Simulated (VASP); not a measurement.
```
CELL_PARAMETERS angstrom
      0.00000     1.77833     1.77833
      1.77833     0.00000     1.77833
      1.77833     1.77833     0.00000
ATOMIC_POSITIONS crystal
  C  0.50000 0.50000 0.50000
  C  0.75000 0.75000 0.75000
```

Calculation: PBEsol GGA, VASP's PBE PAW potentials (set 64) (plane waves; VASP). Numerical set-up: 520 eV cut-off, 14×14×14 Γ-centred mesh, tetrahedra with Blöchl corrections, potentials C.

Q: The job: C (space group Fd-3m), 2 atoms, PBEsol, static run, 520 eV, 14×14×14 Γ-centred mesh. Roughly how much core time does it take on a busy server core?

A: About 5 core-seconds (one run on a shared machine, a rough figure). It had 104 irreducible k-points, 8 bands, up to 316 plane waves and 12 electronic steps.

The structure comes from a computed database's C entry (Fd-3m); how it stands against other phases isn't given here. It was relaxed first.
